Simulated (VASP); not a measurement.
# TeWS5 (P4/mmm) in VASP: notebook

One crystal, TeWS5, is run at these levels: PBE; tasks: single point.

Program: VASP 6.6.1. These are calculated values, not measurements. Logs are shortened: lines on timing, memory, paths and dates and some standing lists are left out, and cuts for length are marked.

## (1) The cell of the first run

The structure is tetragonal, space group P4/mmm (No. 123). Conventional cell: a = 4.199 Å, b = 4.199 Å, c = 7.462 Å, α = 90.00°, β = 90.00°, γ = 90.00°. Te (site symmetry 4/mmm) has 12 S at 2.97 to 3.21 Å as nearest neighbours. W (site symmetry 4/mmm) has 8 S at 2.47 Å as nearest neighbours. S (site symmetry 4/mmm) has 4 Te at 2.97 Å and 8 S at 3.21 Å as nearest neighbours. Around S (site symmetry 2mm) lie 2 W at 2.47 Å and 1 S at 2.60 Å.

The cell was built by a generator and needn't be a form met in nature.

## (2) Single point, PBE, collinear spin, typed start (species swapped into the SnPPt5 type (P4/mmm, No. 123))

File INCAR:

```
PREC = Accurate ; ENCUT = 520
EDIFF = 1E-6 ; ISMEAR = 0
SIGMA = 0.1 ; LREAL = False
LASPH = True ; NELM = 150
ALGO = Normal ; ISIF = 2
LWAVE = False ; LCHARG = False
ISPIN = 2 ; MAGMOM = 0 0.49 0 0 0 0 0
LORBIT = 11 ; LMAXMIX = 4
GGA = PE ; NBANDS = 38
```

File KPOINTS:

```
Automatic mesh
0
Gamma
  4 4 4
```

File POSCAR:

```
TeWS5
1.0
    4.1987761491      0.0000000000      0.0000000000
    0.0000000000      4.1987761491      0.0000000000
    0.0000000000      0.0000000000      7.4624127650
Te W S
1 1 5
Direct
    0.0000000000      0.0000000000      0.0000000000
    0.5000000000      0.5000000000      0.5000000000
    0.5000000000      0.5000000000      0.0000000000
    0.5000000000      0.0000000000      0.6743956482
    0.0000000000      0.5000000000      0.6743956482
    0.5000000000      0.0000000000      0.3256043518
    0.0000000000      0.5000000000      0.3256043518
```

Potentials or basis: VASP PAW PBE potentials, release 64 (Te, W_sv, S).

Started as:

```
$ cat potpaw_PBE.64/Te/POTCAR potpaw_PBE.64/W_sv/POTCAR potpaw_PBE.64/S/POTCAR > POTCAR
$ mpirun -np 1 vasp_std > vasp.out
```

OUTCAR:

```text
PREC = Accurate
   ENCUT = 520
   EDIFF = 1E-6
   ISMEAR = 0
   LREAL = False
   LASPH = True
   NELM = 150
   ISIF = 2
   ISPIN = 2
   LORBIT = 11
   GGA = PE

 ion  position               nearest neighbor table
   1  0.000  0.000  0.000-   3 2.97   3 2.97   3 2.97   3 2.97   7 3.21   4 3.21   5 3.21   7 3.21
                             5 3.21   4 3.21   6 3.21   6 3.21
   2  0.500  0.500  0.500-   4 2.47   5 2.47   6 2.47   7 2.47   4 2.47   6 2.47   5 2.47   7 2.47

   3  0.500  0.500  0.000-   1 2.97   1 2.97   1 2.97   1 2.97
   4  0.500  0.000  0.674-   2 2.47   2 2.47   6 2.60   1 3.21   1 3.21
   5  0.000  0.500  0.674-   2 2.47   2 2.47   7 2.60   1 3.21   1 3.21
   6  0.500  0.000  0.326-   2 2.47   2 2.47   4 2.60   1 3.21   1 3.21
   7  0.000  0.500  0.326-   2 2.47   2 2.47   5 2.60   1 3.21   1 3.21

  LATTYP: Found a simple tetragonal cell.
 ALAT       =     4.1987761491
 C/A-ratio  =     1.7772828320

  Lattice vectors:

 A1 = (   4.1987761491,   0.0000000000,   0.0000000000)
 A2 = (   0.0000000000,   4.1987761491,   0.0000000000)
 A3 = (   0.0000000000,   0.0000000000,   7.4624127650)

Analysis of symmetry for initial positions (statically):
=====================================================================
 Subroutine PRICEL returns:
 Original cell was already a primitive cell.

 Routine SETGRP: Setting up the symmetry group for a
 simple tetragonal supercell.

 Subroutine GETGRP returns: Found 16 space group operations
 (whereof 16 operations were pure point group operations)
 out of a pool of 16 trial point group operations.

The static configuration has the point symmetry D_4h.

Analysis of symmetry for dynamics (positions and initial velocities):
=====================================================================
 Subroutine PRICEL returns:
 Original cell was already a primitive cell.

 Routine SETGRP: Setting up the symmetry group for a
 simple tetragonal supercell.

 Subroutine GETGRP returns: Found 16 space group operations
 (whereof 16 operations were pure point group operations)
 out of a pool of 16 trial point group operations.

The dynamic configuration has the point symmetry D_4h.

Analysis of structural, dynamic, and magnetic symmetry:
=====================================================================
 Subroutine PRICEL returns:
 Original cell was already a primitive cell.

 Routine SETGRP: Setting up the symmetry group for a
 simple tetragonal supercell.

 Subroutine GETGRP returns: Found 16 space group operations
 (whereof 16 operations were pure point group operations)
 out of a pool of 16 trial point group operations.

The overall configuration has the point symmetry D_4h.

 Subroutine INISYM returns: Found 16 space group operations
 (whereof 16 operations are pure point group operations),
 and found     1 'primitive' translations

----------------------------------------------------------------------------------------

                                     Primitive cell

  volume of cell :     131.5603

  direct lattice vectors                    reciprocal lattice vectors
     4.198776149  0.000000000  0.000000000     0.238164638  0.000000000  0.000000000
     0.000000000  4.198776149  0.000000000     0.000000000  0.238164638  0.000000000
     0.000000000  0.000000000  7.462412765     0.000000000  0.000000000  0.134004917

  length of vectors
     4.198776149  4.198776149  7.462412765     0.238164638  0.238164638  0.134004917

  position of ions in fractional coordinates (direct lattice)
     0.000000000  0.000000000  0.000000000
     0.500000000  0.500000000  0.500000000
     0.500000000  0.500000000  0.000000000
     0.500000000  0.000000000  0.674395648
     0.000000000  0.500000000  0.674395648
     0.500000000  0.000000000  0.325604352
     0.000000000  0.500000000  0.325604352

  ion indices of the primitive-cell ions
   primitive index   ion index
                 1           1
                 2           2
                 3           3
                 4           4
                 5           5
                 6           6
                 7           7

----------------------------------------------------------------------------------------

 KPOINTS: Automatic mesh

Automatic generation of k-mesh.
 Grid dimensions read from file:
 generate k-points for:    4    4    4

 Generating k-lattice:

  Cartesian coordinates                     Fractional coordinates (reciprocal lattice)
     0.059541159  0.000000000  0.000000000     0.250000000  0.000000000  0.000000000
     0.000000000  0.059541159  0.000000000     0.000000000  0.250000000  0.000000000
     0.000000000  0.000000000  0.033501229     0.000000000  0.000000000  0.250000000

  Length of vectors
     0.059541159  0.059541159  0.033501229

  Shift w.r.t. Gamma in fractional coordinates (k-lattice)
     0.000000000  0.000000000  0.000000000

 Subroutine IBZKPT returns following result:
 ===========================================

 Found     18 irreducible k-points:

 Following reciprocal coordinates:
            Coordinates               Weight
  0.000000  0.000000  0.000000      1.000000
  0.250000  0.000000  0.000000      4.000000
  0.500000  0.000000  0.000000      2.000000
  0.250000  0.250000  0.000000      4.000000
  0.500000  0.250000  0.000000      4.000000
  0.500000  0.500000  0.000000      1.000000
[... 10 lines left out ...]
  0.500000  0.250000  0.500000      4.000000
  0.500000  0.500000  0.500000      1.000000
   k-points           NKPTS =     18   k-points in BZ     NKDIM =     18   number of bands    NBANDS=     38
   number of dos      NEDOS =    301   number of ions     NIONS =      7
   total plane-waves  NPLWV =  57344
   dimension x,y,z NGX =    32 NGY =   32 NGZ =   56
   dimension x,y,z NGXF=    64 NGYF=   64 NGZF=  112
   ions per type =               1   1   5
   NGX,Y,Z   is equivalent  to a cutoff of  12.67, 12.67, 12.48 a.u.
   NGXF,Y,Z  is equivalent  to a cutoff of  25.34, 25.34, 24.95 a.u.
 SYSTEM =  unknown system
   PREC   = accura    normal or accurate (medium, high low for compatibility)
   ISTART =      0    job   : 0-new  1-cont  2-samecut
   ICHARG =      2    charge: 1-file 2-atom 10-const
   ISPIN  =      2    spin polarized calculation?
   LNONCOLLINEAR =      F non collinear calculations
   LSORBIT =      F    spin-orbit coupling
   LASPH  =      T    aspherical Exc in radial PAW
   ENCUT  =  520.0 eV  38.22 Ry    6.18 a.u.   7.81  7.81 13.88*2*pi/ulx,y,z
   NELM   =    150;   NELMIN=  2; NELMDL= -5     # of ELM steps
   EDIFF  = 0.1E-05   stopping-criterion for ELM
   LREAL  =      F    real-space projection
   EDIFFG = 0.1E-04   stopping-criterion for IOM
   NSW    =      0    number of steps for IOM
   IBRION =     -1    ionic relax: 0-MD 1-quasi-New 2-CG
   NFREE  =      0    steps in history (QN), initial steepest desc. (CG)
   ISIF   =      2    stress and relaxation
   ISYM   =      2    0-nonsym 1-usesym 2-fastsym
   POTIM  = 0.5000    time-step for ionic-motion
   TEBEG  =    0.0;   TEEND  =   0.0 temperature during run
   PSTRESS=    0.0 pullay stress
   NELECT =      50.0000    total number of electrons
   NUPDOWN=      -1.0000    fix difference up-down
   EMIN   =  10.00;   EMAX   =-10.00  energy-range for DOS
   EFERMI =   0.00;   METHOD = LEGACY
   ISMEAR =     0;   SIGMA  =   0.10  broadening in eV -4-tet -1-fermi 0-gaus
   EFERMI_NEDOS =   21; number of points for ismear=-14 and -15
   IALGO  =     38    algorithm
   IMIX   =      4    mixing-type and parameters
     AMIX     =   0.40;   BMIX     =  1.00
     AMIX_MAG =   1.60;   BMIX_MAG =  1.00
  volume/ion in A,a.u.               =      18.79       126.83
  Fermi-wavevector in a.u.,A,eV,Ry     =   1.185832  2.240898 19.132487  1.406198
  Thomas-Fermi vector in A             =   2.322018
   LORBIT       =     11    0 simple, 1 ext, 2 COOP (PROOUT), +10 PAW based schemes
   GGA     = PE    functional components
   LHFCALC =     F    Hartree Fock is set to
   AEXX    =    0.0000 exact exchange contribution
   IVDW    =     0    specifies the selected vdW correction
   LEPSILON=     F    determine dielectric tensor
   LRPA    =     F    only Hartree local field effects (RPA)
 spin polarized calculation
 Gauss-broadening in eV      SIGMA  =   0.10
  energy-cutoff  :      520.00
  volume of cell :      131.56
 maximum number of plane-waves:      3560
 NGX is ok and might be reduce to    32
   NGX = 15   NGY = 15   NGZ = 27

 number of electron      50.0000008 magnetization       0.0348600

 number of electron      50.0000007 magnetization      -0.0189116

 Free energy of the ion-electron system (eV)
  ---------------------------------------------------
  ext. energy  EPLUGINS =         0.00000000
  ---------------------------------------------------
  free energy    TOTEN  =       -34.37589228 eV

  energy without entropy =      -34.35375379  energy(sigma->0) =      -34.36482303

 E-fermi :   7.2221     XC(G=0): -10.7665

 val. band max:        7.2190669067   @ k =   0.2500   0.0000   0.0000
 cond. band min:       7.2357533052   @ k =   0.2500   0.0000   0.0000
 fundamental gap:      0.0166863985
 Fermi energy:         7.2220608718

 spin component 1

 k-point     1 :       0.0000    0.0000    0.0000
  band No.  band energies     occupation
      1     -67.3593      1.00000
      2     -31.6542      1.00000
      3     -31.6542      1.00000
      4     -31.4233      1.00000
      5      -8.4307      1.00000
      6      -6.2387      1.00000
[... 29 lines left out ...]
     36      14.0300      0.00000
     37      14.0986      0.00000

 k-point     2 :       0.2500    0.0000    0.0000
  band No.  band energies     occupation
      1     -67.3592      1.00000
      2     -31.6628      1.00000
      3     -31.6538      1.00000
      4     -31.4222      1.00000
      5      -8.0214      1.00000
      6      -6.0499      1.00000
[... 632 lines left out ...]
 k-point    18 :       0.5000    0.5000    0.5000
  band No.  band energies     occupation
      1     -67.3591      1.00000
      2     -31.6707      1.00000
      3     -31.6707      1.00000
      4     -31.4188      1.00000
      5      -6.3288      1.00000
      6      -6.3288      1.00000
[... 29 lines left out ...]
     36      14.7714      0.00000
     37      15.2871      0.00000
 Fermi energy:         7.2220608718

 spin component 2

 k-point     1 :       0.0000    0.0000    0.0000
  band No.  band energies     occupation
      1     -67.3664      1.00000
      2     -31.6614      1.00000
      3     -31.6614      1.00000
      4     -31.4374      1.00000
      5      -8.4312      1.00000
      6      -6.2387      1.00000
[... 29 lines left out ...]
     36      14.0249      0.00000
     37      14.0901      0.00000

 k-point     2 :       0.2500    0.0000    0.0000
  band No.  band energies     occupation
      1     -67.3663      1.00000
      2     -31.6700      1.00000
      3     -31.6610      1.00000
      4     -31.4363      1.00000
      5      -8.0218      1.00000
      6      -6.0500      1.00000
[... 632 lines left out ...]
 k-point    18 :       0.5000    0.5000    0.5000
  band No.  band energies     occupation
      1     -67.3661      1.00000
      2     -31.6779      1.00000
      3     -31.6779      1.00000
      4     -31.4329      1.00000
      5      -6.3286      1.00000
      6      -6.3286      1.00000
[... 29 lines left out ...]
     36      14.7708      0.00000
     37      15.2860      0.00000
 [bands above 37 left out]

------------------------ aborting loop because EDIFF is reached ----------------------------------------

  FORCE on cell =-STRESS in cart. coord.  units (eV):
  Direction    XX          YY          ZZ          XY          YZ          ZX
  --------------------------------------------------------------------------------------
  -------------------------------------------------------------------------------------
  Total        0.0785406      0.0785406      0.2248974      0.0000000     -0.0000000      0.0000000
  in kB        0.9564892      0.9564892      2.7388627      0.0000000     -0.0000000      0.0000000
  external PRESSURE =       1.5506137 kB  Pullay stress =       0.0000000 kB

 VOLUME and BASIS-vectors are now :
 -----------------------------------------------------------------------------
  energy-cutoff  :      520.00
  volume of cell :      131.56
      direct lattice vectors                 reciprocal lattice vectors
     4.198776149  0.000000000  0.000000000     0.238164638  0.000000000  0.000000000
     0.000000000  4.198776149  0.000000000     0.000000000  0.238164638  0.000000000
     0.000000000  0.000000000  7.462412765     0.000000000  0.000000000  0.134004917

 POSITION                                       TOTAL-FORCE (eV/Angst)
 -----------------------------------------------------------------------------------
      0.00000      0.00000      0.00000        -0.000000     -0.000000      0.000000
      2.09939      2.09939      3.73121        -0.000000     -0.000000      0.000000
      2.09939      2.09939      0.00000        -0.000000     -0.000000      0.000000
      2.09939      0.00000      5.03262        -0.000000      0.000000     -0.026046
      0.00000      2.09939      5.03262        -0.000000     -0.000000     -0.026046
      2.09939      0.00000      2.42979         0.000000      0.000000      0.026046
      0.00000      2.09939      2.42979        -0.000000     -0.000000      0.026046
 -----------------------------------------------------------------------------------
    total drift:                                0.000000      0.000000     -0.000000

  FREE ENERGIE OF THE ION-ELECTRON SYSTEM (eV)
  ---------------------------------------------------
  free  energy   TOTEN  =       -34.3758922781 eV

  energy  without entropy=      -34.3537537885  energy(sigma->0) =      -34.36482303

 total charge

# of ion       s       p       d       tot
------------------------------------------
    1        1.472   1.569   0.056   3.097
    2        2.321   6.304   3.316  11.941
    3        1.399   2.167   0.000   3.566
    4        1.392   2.217   0.000   3.609
    5        1.392   2.217   0.000   3.609
    6        1.392   2.217   0.000   3.609
    7        1.392   2.217   0.000   3.609
--------------------------------------------------
tot         10.760  18.909   3.372  33.040

 magnetization (x)

# of ion       s       p       d       tot
------------------------------------------
    1       -0.000   0.000  -0.000   0.000
    2       -0.001  -0.000  -0.015  -0.016
    3       -0.000  -0.001   0.000  -0.001
    4       -0.000   0.000   0.000   0.000
    5       -0.000   0.000   0.000   0.000
    6       -0.000   0.000   0.000   0.000
    7       -0.000   0.000   0.000   0.000
--------------------------------------------------
tot         -0.001   0.000  -0.015  -0.015
```

It took 61 s on 1 thread of Intel Xeon 6975P-C (Granite Rapids), shared host; peak memory 0.35 GiB.

Results:

```yaml
Free_energy: -34.3759 eV
Pressure: 0.2 GPa
Largest_force: 0.026 eV/Å
Band_gap_on_the_k_mesh: none (metal or under the smearing width)
Net_moment: -0.02 μB per cell
Valence_electrons_inside_the_program's_atomic_spheres: Te 3.10; W 11.94; S 3.57, 3.61
```

Forces in eV/Å, atoms in the order of the input:
```
Te   0.000  0.000  0.000
W    0.000  0.000  0.000
S    0.000  0.000  0.000
S    0.000  0.000 -0.026
S    0.000  0.000 -0.026
S    0.000  0.000  0.026
S    0.000  0.000  0.026
```

Levels at points of the mesh, in eV from the Fermi level:
Spin up:
```tsv
k point	band 23	band 24	band 25	band 26	band 27	band 28
(0.00, 0.00, 0.00)	-0.70	-0.49	-0.49	-0.04	0.42	1.88
(0.50, 0.00, 0.00)	-1.62	-1.40	-1.35	-1.15	0.04	0.89
(0.50, 0.50, 0.00)	-0.74	0.05	0.50	0.62	0.96	1.49
(0.00, 0.00, 0.50)	-0.57	-0.54	-0.48	-0.48	-0.19	1.41
(0.50, 0.00, 0.50)	-1.46	-1.30	-0.74	-0.28	-0.12	0.13
(0.50, 0.50, 0.50)	-0.90	0.10	0.49	0.63	1.48	2.28
```
Spin down:
```
           k point  band 22  band 23  band 24  band 25  band 26  band 27  band 28  band 29
(0.00, 0.00, 0.00)    -0.70    -0.70    -0.49    -0.49    -0.06     0.42     1.88     2.10
(0.50, 0.00, 0.00)    -1.83    -1.62    -1.40    -1.36    -1.15     0.03     0.89     1.46
(0.50, 0.50, 0.00)    -0.88    -0.76     0.05     0.50     0.62     0.95     1.49     2.58
(0.00, 0.00, 0.50)    -0.57    -0.57    -0.54    -0.48    -0.48    -0.19     1.40     2.25
(0.50, 0.00, 0.50)    -2.11    -1.46    -1.30    -0.74    -0.28    -0.14     0.13     1.28
(0.50, 0.50, 0.50)    -0.91    -0.91     0.08     0.49     0.63     1.48     2.27     2.91
```

Caveat: the k mesh is coarse (spacing up to 0.37 Å⁻¹), so the values aren't converged. Spin-orbit coupling is left out, which matters for the levels of Te, W.

(Continued in part 2 of 2.)
